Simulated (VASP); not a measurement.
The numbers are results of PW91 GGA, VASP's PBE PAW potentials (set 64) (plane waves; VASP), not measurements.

Input for VASP

**POSCAR**
```
PbTe
1
    0.0000000000     3.2155979607     3.2155979607
    3.2155979607     0.0000000000     3.2155979607
    3.2155979607     3.2155979607     0.0000000000
Te Pb
1 1
Direct
  0.5000000000   0.5000000000   0.5000000000
  0.0000000000   0.0000000000   0.0000000000
```

**INCAR**
```
ALGO = Normal
EDIFF = 1E-7
ENCUT = 520
GGA = 91
ISIF = 2
ISMEAR = 0
LASPH = .TRUE.
LCHARG = .FALSE.
LMAXMIX = 4
LREAL = .FALSE.
LWAVE = .FALSE.
NELM = 100
PREC = Accurate
SIGMA = 0.05
SYSTEM = PbTe
```

### KPOINTS
```
Automatic mesh
0
G
7 7 7
```

POTCAR, in this order: Te Pb_d (PBE.64 set). Program: vasp_std.

Task: Predict the energy per atom (σ→0), pressure.

Result: 
```yaml
energy per atom (σ→0): -3.776 eV/atom
pressure: 2.80 GPa
```

OSZICAR:
```
...
DAV:   9    -0.755223470685E+01   -0.41082E-04   -0.91832E-04   834   0.330E-01    0.549E-02
DAV:  10    -0.755225476874E+01   -0.20062E-04   -0.81488E-05   620   0.934E-02    0.250E-02
DAV:  11    -0.755226290215E+01   -0.81334E-05   -0.26006E-05   654   0.540E-02    0.117E-02
DAV:  12    -0.755226304319E+01   -0.14104E-06   -0.11356E-06   692   0.770E-03    0.813E-03
DAV:  13    -0.755226261028E+01    0.43291E-06   -0.37965E-07   644   0.519E-03    0.220E-03
DAV:  14    -0.755226273912E+01   -0.12884E-06   -0.91286E-08   304   0.364E-03    0.996E-04
DAV:  15    -0.755226276596E+01   -0.26837E-07   -0.16422E-08   298   0.125E-03
   1 F= -.75522628E+01 E0= -.75522628E+01  d E =-.682587E-12
```

The compound is PbTe in the rock salt structure. This cell is one point of a volume scan, at 0.94 of the reference volume.
